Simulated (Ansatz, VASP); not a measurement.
# Cross-check of NaMgBr3 between VASP and Ansatz, part 3 of 3

Wanted: the spread between two codes on one cell, functional and k mesh. The cell is generated by rule, not measured, and may not be a known phase. The cell is taken from a series of runs on this material, whose earlier steps may have relaxed, scaled, displaced or heated it; both programs get it as it stands.

VASP 6.6.1 and Ansatz 0.2.0.

So far: Starting point; Ansatz: zone-centre phonons, PBE; VASP: zone-centre phonons, PBE.

## (3) VASP: zone-centre phonons, PBE (continued)

Level of this step: PBE; plane waves and PAW (Na_pv, Mg, Br); invented cell (VASP).

Numbers of over 12 decimals in the logs are rounded to 6 here.

From OUTCAR (step 3):

```text
ion  position               nearest neighbor table
   1  0.750  0.500  0.235-
   2  0.250  0.500  0.765-
   3  0.500  0.000  0.500-   9 2.67   9 2.67   7 2.70   7 2.70   5 2.71   6 2.71
   4  0.000  0.000  0.500-  10 2.67  10 2.67   8 2.70   8 2.70   5 2.71   6 2.71
   5  0.250  0.000  0.518-   3 2.71   4 2.71
   6  0.750  0.000  0.482-   3 2.71   4 2.71
   7  0.500  0.500  0.500-   3 2.70   3 2.70
   8  0.000  0.500  0.500-   4 2.70   4 2.70
   9  0.500  0.000  0.000-   3 2.67   3 2.67
  10  0.000  0.000  0.000-   4 2.67   4 2.67

  LATTYP: Found a simple orthorhombic cell.
 ALAT       =     5.3334334510
 B/A-ratio  =     1.0131116041
 C/A-ratio  =     2.0292999619

 Subroutine GETGRP returns: Found  8 space group operations
 (whereof  4 operations were pure point group operations)

The static configuration has the point symmetry C_2h.
 The point group associated with its full space group is D_2h.

 Found     18 irreducible k-points:

   k-points           NKPTS =     18   k-points in BZ     NKDIM =     18   number of bands    NBANDS=     40

   dimension x,y,z NGX =    90 NGY =   48 NGZ =   48
   dimension x,y,z NGXF=   180 NGYF=   96 NGZF=   96

   ENCUT  =  600.0 eV  44.10 Ry    6.64 a.u.  21.62 10.79 10.65*2*pi/ulx,y,z

   NELECT =      60.0000    total number of electrons

 k-points in reciprocal lattice and weights: Automatic mesh
   0.00000000  0.00000000  0.00000000       0.031
   0.50000000  0.00000000  0.00000000       0.031
   0.00000000  0.25000000  0.00000000       0.062
   0.50000000  0.25000000  0.00000000       0.062
   0.00000000  0.50000000  0.00000000       0.031
   0.50000000  0.50000000  0.00000000       0.031
   0.00000000  0.00000000  0.25000000       0.062
   0.50000000  0.00000000  0.25000000       0.062
   0.00000000  0.25000000  0.25000000       0.125
[...]
0.00000000  0.50000000  0.50000000       0.031
   0.50000000  0.50000000  0.50000000       0.031

 average (electrostatic) potential at core
       1 -49.2341       2 -49.2341       3 -41.6054       4 -41.6054       5 -64.6871
       6 -64.6871       7 -64.6533       8 -64.6533       9 -64.2425      10 -64.2425

  Total       -0.1201419     -0.1219019     -0.1282281      0.0000000      0.0000000      0.0000000
  in kB       -0.6171360     -0.6261765     -0.6586726      0.0000000      0.0000000      0.0000000
  external PRESSURE =      -0.6339950 kB  Pullay stress =       0.0000000 kB

  energy-cutoff  :      600.00
  volume of cell :      311.91
      direct lattice vectors                 reciprocal lattice vectors
    10.823136299  0.000000000  0.000000000     0.092394660  0.000000000  0.000000000
     0.000000000  5.403363319  0.000000000     0.000000000  0.185069917  0.000000000
     0.000000000  0.000000000  5.333433451     0.000000000  0.000000000  0.187496480

 POSITION                                       TOTAL-FORCE (eV/Angst)
 -----------------------------------------------------------------------------------
[...]
2.705784  2.701682  4.080570    -0.000000    0.000000   -0.038588
      5.411568  0.000000  2.666717    -0.693099    0.000000    0.098929
      0.000000  0.000000  2.666717     0.693099    0.000000    0.098929
      2.705784  0.000000  2.764505     0.000000    0.000000    0.008909
      8.117352  0.000000  2.568929     0.000000    0.000000    0.008909
      5.411568  2.701682  2.666717     0.072159   -0.000000   -0.013367
      0.000000  2.701682  2.666717    -0.072159    0.000000   -0.013367
      5.411568  0.000000  0.000000     0.044698    0.000000   -0.029588
      0.000000  0.000000  0.000000    -0.044698    0.000000   -0.029588

   2 f  =    5.618040 THz    35.299188 2PiTHz  187.397650 cm-1    23.234337 meV
             X         Y         Z           dx          dy          dz
      8.117352  2.701682  1.252864     0.029520   -0.000000   -0.000000
      2.705784  2.701682  4.080570     0.029520   -0.000000   -0.000000
      5.411568  0.000000  2.666717    -0.205430   -0.000000    0.507576
      0.000000  0.000000  2.666717    -0.205430    0.000000   -0.507576
      2.705784  0.000000  2.764505     0.162177    0.000000    0.000000
      8.117352  0.000000  2.568929     0.162177    0.000000    0.000000
      5.411568  2.701682  2.666717    -0.031145    0.000000    0.074155
      0.000000  2.701682  2.666717    -0.031145   -0.000000   -0.074155
      5.411568  0.000000  0.000000    -0.033150   -0.000000   -0.406724
      0.000000  0.000000  0.000000    -0.033150    0.000000    0.406724

   3 f  =    5.534571 THz    34.774736 2PiTHz  184.613423 cm-1    22.889137 meV
             X         Y         Z           dx          dy          dz
      8.117352  2.701682  1.252864    -0.000000   -0.000000   -0.007249
      2.705784  2.701682  4.080570    -0.000000   -0.000000   -0.007249
      5.411568  0.000000  2.666717     0.090461   -0.000000    0.523521
      0.000000  0.000000  2.666717    -0.090461    0.000000    0.523521
      2.705784  0.000000  2.764505    -0.000000    0.000000    0.080452
      8.117352  0.000000  2.568929    -0.000000    0.000000    0.080452
      5.411568  2.701682  2.666717    -0.019482    0.000000    0.085083
      0.000000  2.701682  2.666717     0.019482   -0.000000    0.085083
      5.411568  0.000000  0.000000    -0.019780   -0.000000   -0.450785
      0.000000  0.000000  0.000000     0.019780   -0.000000   -0.450785

   4 f  =    5.169406 THz    32.480338 2PiTHz  172.432834 cm-1    21.378937 meV
             X         Y         Z           dx          dy          dz
      8.117352  2.701682  1.252864    -0.000000    0.058517   -0.000000
      2.705784  2.701682  4.080570     0.000000    0.058517   -0.000000
      5.411568  0.000000  2.666717    -0.000000   -0.526584   -0.000000
      0.000000  0.000000  2.666717    -0.000000   -0.526584    0.000000
      2.705784  0.000000  2.764505    -0.000000   -0.100074    0.000000
      8.117352  0.000000  2.568929     0.000000   -0.100074    0.000000
      5.411568  2.701682  2.666717     0.000000    0.448730   -0.000000
      0.000000  2.701682  2.666717    -0.000000    0.448730    0.000000
      5.411568  0.000000  0.000000     0.000000   -0.088948   -0.000000
      0.000000  0.000000  0.000000     0.000000   -0.088948   -0.000000

   5 f  =    5.136698 THz    32.274827 2PiTHz  171.341810 cm-1    21.243667 meV
             X         Y         Z           dx          dy          dz
      8.117352  2.701682  1.252864    -0.000000   -0.000000    0.000000
      2.705784  2.701682  4.080570    -0.000000   -0.000000   -0.000000
      5.411568  0.000000  2.666717     0.000000    0.545811    0.000000
      0.000000  0.000000  2.666717     0.000000   -0.545811   -0.000000
      2.705784  0.000000  2.764505    -0.000000    0.000000   -0.000000
      8.117352  0.000000  2.568929    -0.000000    0.000000    0.000000
      5.411568  2.701682  2.666717     0.000000   -0.440643   -0.000000
      0.000000  2.701682  2.666717     0.000000    0.440643    0.000000
      5.411568  0.000000  0.000000     0.000000    0.089014   -0.000000
      0.000000  0.000000  0.000000     0.000000   -0.089014    0.000000

   6 f  =    4.993064 THz    31.372348 2PiTHz  166.550696 cm-1    20.649645 meV
             X         Y         Z           dx          dy          dz
      8.117352  2.701682  1.252864     0.032904   -0.000000    0.000000
      2.705784  2.701682  4.080570     0.032904   -0.000000    0.000000
      5.411568  0.000000  2.666717    -0.476979    0.000000   -0.199039
      0.000000  0.000000  2.666717    -0.476979   -0.000000    0.199039
      2.705784  0.000000  2.764505     0.428703    0.000000    0.000000
      8.117352  0.000000  2.568929     0.428703    0.000000    0.000000
      5.411568  2.701682  2.666717    -0.091412   -0.000000   -0.027581
      0.000000  2.701682  2.666717    -0.091412    0.000000    0.027581
      5.411568  0.000000  0.000000    -0.090523    0.000000    0.175200
      0.000000  0.000000  0.000000    -0.090523   -0.000000   -0.175200

   7 f  =    4.726490 THz    29.697414 2PiTHz  157.658746 cm-1    19.547184 meV
             X         Y         Z           dx          dy          dz
      8.117352  2.701682  1.252864    -0.409896   -0.000000   -0.000000
      2.705784  2.701682  4.080570     0.409896   -0.000000   -0.000000
      5.411568  0.000000  2.666717     0.000000    0.000000   -0.000000
      0.000000  0.000000  2.666717     0.000000    0.000000   -0.000000
      2.705784  0.000000  2.764505    -0.576181    0.000000   -0.000000
      8.117352  0.000000  2.568929     0.576181    0.000000    0.000000
      5.411568  2.701682  2.666717     0.000000   -0.000000    0.000000
      0.000000  2.701682  2.666717     0.000000   -0.000000    0.000000
      5.411568  0.000000  0.000000    -0.000000    0.000000    0.000000
      0.000000  0.000000  0.000000    -0.000000    0.000000   -0.000000

   8 f  =    3.488567 THz    21.919312 2PiTHz  116.366064 cm-1    14.427547 meV
             X         Y         Z           dx          dy          dz
      8.117352  2.701682  1.252864    -0.000000   -0.592784   -0.000000
      2.705784  2.701682  4.080570     0.000000    0.592784    0.000000
      5.411568  0.000000  2.666717    -0.000000   -0.000000    0.000000
      0.000000  0.000000  2.666717    -0.000000   -0.000000   -0.000000
      2.705784  0.000000  2.764505     0.000000   -0.385495   -0.000000
      8.117352  0.000000  2.568929    -0.000000    0.385495   -0.000000
      5.411568  2.701682  2.666717     0.000000    0.000000    0.000000
      0.000000  2.701682  2.666717    -0.000000   -0.000000   -0.000000
      5.411568  0.000000  0.000000    -0.000000    0.000000   -0.000000
      0.000000  0.000000  0.000000     0.000000    0.000000   -0.000000

   9 f  =    3.431640 THz    21.561629 2PiTHz  114.467183 cm-1    14.192116 meV
             X         Y         Z           dx          dy          dz
      8.117352  2.701682  1.252864     0.000000   -0.592222    0.000000
      2.705784  2.701682  4.080570    -0.000000   -0.592222   -0.000000
      5.411568  0.000000  2.666717    -0.000000   -0.077761    0.000000
      0.000000  0.000000  2.666717    -0.000000   -0.077761    0.000000
      2.705784  0.000000  2.764505    -0.000000    0.368606    0.000000
      8.117352  0.000000  2.568929     0.000000    0.368606    0.000000
      5.411568  2.701682  2.666717     0.000000    0.055164   -0.000000
      0.000000  2.701682  2.666717     0.000000    0.055164   -0.000000
      5.411568  0.000000  0.000000     0.000000   -0.065675    0.000000
      0.000000  0.000000  0.000000    -0.000000   -0.065675    0.000000
    [... 271 further lines ...]
      5.411568  0.000000  0.000000     0.398152    0.000000    0.012281
      0.000000  0.000000  0.000000     0.398152    0.000000   -0.012281

 MACROSCOPIC STATIC DIELECTRIC TENSOR IONIC CONTRIBUTION
 ------------------------------------------------------
          29.905086    -0.000000     0.000000
          -0.000000    17.900629     0.000000
           0.000000     0.000000     8.038549
 ------------------------------------------------------

 ELASTIC MODULI CONTR FROM IONIC RELAXATION (kBar)
 Direction    XX          YY          ZZ          XY          YZ          ZX
 --------------------------------------------------------------------------------
 XX         -62.7278    -72.1132     -9.9070      0.0000     -0.0000     -0.0000
 YY         -72.1132    -85.6468    -14.9024      0.0000     -0.0000     -0.0000
 ZZ          -9.9070    -14.9024     -6.0626      0.0000     -0.0000     -0.0000
 XY           0.0000      0.0000      0.0000      0.0000      0.0000      0.0000
 YZ          -0.0000     -0.0000     -0.0000      0.0000    -38.4296      0.0000
 ZX          -0.0000     -0.0000     -0.0000      0.0000      0.0000    -17.6469
 --------------------------------------------------------------------------------

 PIEZOELECTRIC TENSOR IONIC CONTR  for field in x, y, z        (C/m^2)
          XX          YY          ZZ          XY          YZ          ZX
  --------------------------------------------------------------------------------
  x     0.00000     0.00000     0.00000     0.00000    -0.00000     0.00000
  y     0.00000     0.00000     0.00000     0.00000     0.00000    -0.00000
  z     0.00000     0.00000     0.00000     0.00000     0.00000     0.00000
```

## (4) Side by side

Known differences besides the potentials themselves: fixed occupations in Ansatz, narrow Gaussian smearing in VASP; VASP's response is taken on the typed mesh, Ansatz refines its own for the field response alone; the data sets hold 80 valence electrons in Ansatz (on its default PAW (the set named soft_2) files) and 60 in VASP; the cutoff is 420 eV in Ansatz and 600 eV in VASP. Total energies have different zeros and are not compared.

Both answers:

```
                                     quantity  Ansatz   VASP  difference
                                        ε∞ xx    3.04   3.04     -0.02 %
                                        ε∞ yy    3.04   3.04     +0.01 %
                                        ε∞ zz    3.00   3.00     +0.05 %
Born charge of Na1 (mean of the diagonal) (e)    1.20   1.20        0.00
Born charge of Mg3 (mean of the diagonal) (e)    2.47   2.46       +0.01
Born charge of Br5 (mean of the diagonal) (e)   -1.21  -1.21        0.00
                        optical mode 1 (cm⁻¹)    15.3   20.5        -5.2
                        optical mode 2 (cm⁻¹)    21.7   22.8        -1.1
                        optical mode 3 (cm⁻¹)    23.7   25.4        -1.7
                        optical mode 4 (cm⁻¹)    30.8   31.7        -1.0
                        optical mode 5 (cm⁻¹)    37.1   38.1        -1.1
                        optical mode 6 (cm⁻¹)    47.4   49.2        -1.8
                        optical mode 7 (cm⁻¹)    51.8   52.8     -1.84 %
                        optical mode 8 (cm⁻¹)    52.8   54.2     -2.54 %
                        optical mode 9 (cm⁻¹)    64.9   66.7     -2.72 %
                       optical mode 10 (cm⁻¹)    71.8   72.4     -0.81 %
                       optical mode 11 (cm⁻¹)    74.1   74.6     -0.75 %
                       optical mode 12 (cm⁻¹)    86.0   86.8     -0.89 %
                       optical mode 13 (cm⁻¹)    86.3   87.7     -1.55 %
                       optical mode 14 (cm⁻¹)    87.3   89.7     -2.69 %
                       optical mode 15 (cm⁻¹)    93.7   94.6     -0.98 %
                       optical mode 16 (cm⁻¹)    95.1   96.2     -1.09 %
                       optical mode 17 (cm⁻¹)    96.7   99.1     -2.43 %
                       optical mode 18 (cm⁻¹)   105.8  108.3     -2.31 %
                       optical mode 19 (cm⁻¹)   113.1  114.5     -1.16 %
                       optical mode 20 (cm⁻¹)   114.9  116.4     -1.27 %
```

Modes are paired by rising frequency, not by their patterns, so a pair may set unlike modes beside each other; they are those without the splitting of longitudinal modes.

## (5) Outcome

```yaml
r_m_s_difference_of_the_optical_zone_centre_modes_each_program_s_sorted_by_frequency_zone_centre_phonons_pbe: 1.6 cm⁻¹
difference_in_optical_mode_9_zone_centre_phonons_pbe: -2.7 %
```

What this shows: The r.m.s. difference of the optical zone-centre modes, each program's sorted by frequency is 1.6 cm⁻¹ (zone-centre phonons, PBE). The data sets hold unlike numbers of valence electrons (80 in Ansatz and 60 in VASP), so part of the differences comes from the potentials. Among the rows given in per cent, the largest difference of the zone-centre phonons, PBE pair is in optical mode 9, -2.7 %. Such differences can come from data sets, numerical settings and the points named under the comparisons, not from the functional's error against experiment.

[Lines on the potential files, build, host, timing and source positions are cut from VASP's logs without a mark.]

[Logs are printed without paths, hosts, clocks, repeated set-up lines and the standing remarks that a program may print on its own settings, such as how far it seeks lower states.]

[Hosts, paths, dates, database ids (printed as entryN), source tags and the programs' standing remarks are cut or masked in the printed files.]
